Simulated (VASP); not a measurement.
```
CELL_PARAMETERS angstrom
      1.54530    -2.67654     0.00000
      1.54530     2.67654     0.00000
      0.00000     0.00000     3.29460
ATOMIC_POSITIONS crystal
  Ti 0.00000 0.00000 0.00000
  B  0.33333 0.66667 0.50000
  B  0.66667 0.33333 0.50000
```

The base run (VASP): PBE GGA, plane waves, VASP's PBE PAW potentials (set 64). Settings: 520 eV cut-off, 10×10×8 Γ-centred mesh, first-order Methfessel-Paxton smearing of 0.10 eV, potentials Ti_sv B.

One setting is varied; ΔE counts from the most expensive setting. The base run took about 10 core-seconds. Times come from single runs on busy shared machines, so they are rough: good to a factor of about 2.

The pressure holds a Pulay error that falls with the cut-off, as the column shows.

| setting | cost over the base run | electronic steps | ΔE (meV/atom) | pressure (GPa) |
|---|---|---|---|---|
| ENCUT = 350 | within a factor of 2 | 14 | 4.2 | -13.90 |
| ENCUT = 400 | within a factor of 2 | 13 | 2.8 | -13.59 |
| ENCUT = 450 | within a factor of 2 | 13 | 1.8 | -13.40 |
| ENCUT = 550 | within a factor of 2 | 13 | 1.1 | -13.32 |
| base run | reference | 13 | 1.3 | -13.32 |
| ENCUT = 600 | within a factor of 2 | 13 | 0.7 | -13.34 |
| ENCUT = 750 | within a factor of 2 | 13 | 0.0 | -13.27 |
| ENCUT = 800 | within a factor of 2 | 13 | 0.0 | -13.26 |

Left out are runs that failed, have no time on record or changed the cell.

The compound is TiB2 in the AlB2 type structure. The cell was not relaxed at this level.
